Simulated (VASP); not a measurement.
Method: LDA (Ceperley-Alder, Perdew-Zunger), VASP's LDA PAW potentials (set 64) (plane waves; VASP 6.6.1).

A VASP calculation is set up with these files.

**POSCAR**
```
HfAu2
1
   -1.8147890000     1.8147890000     4.4417720000
    1.8147890000    -1.8147890000     4.4417720000
    1.8147890000     1.8147890000    -4.4417720000
Hf Au
1 2
Direct
  0.0000000000   0.0000000000   0.0000000000
  0.3353000000   0.3353000000   0.0000000000
  0.6647000000   0.6647000000   0.0000000000
```

**INCAR**
```
! general
SYSTEM  = HfAu2
PREC    = Accurate
ENCUT   = 300
LREAL   = .FALSE.   ! projection in real space or not
LASPH   = .TRUE.   ! aspherical one-centre terms

! electronic loop
EDIFF   = 1E-6   ! SCF stop (eV)
NELM    = 100
ALGO    = Normal
LMAXMIX = 6   ! l cut-off of mixed one-centre charges

! smearing
ISMEAR  = 0   ! Gaussian
SIGMA   = 0.1

! ions
ISIF    = 2   ! forces and stress, cell fixed

! output
LWAVE   = .FALSE.
LCHARG  = .FALSE.
```

KPOINTS:
```
Automatic mesh
0
gamma
7 7 7
0 0 0
```

POTCAR, in this order: Hf_pv Au (LDA.64 set). Program: vasp_std.

What will the output report for the number of irreducible k-points (NKPTS), largest plane-wave count, number of space-group operations, FFT grid (NGX, NGY, NGZ)?

```
Item                                           Value
--------------------------------------  ------------
number of irreducible k-points (NKPTS)            40
largest plane-wave count                         701
number of space-group operations                  16
FFT grid (NGX, NGY, NGZ)                30 × 30 × 30
```

The structure was generated: HfAu2 was put into an ordered model structure, which need not be its known phase. The cell was not relaxed at this level. The k-mesh is coarse (spacing up to 0.35 per Å, 2π included), so the numbers may not be converged in it.
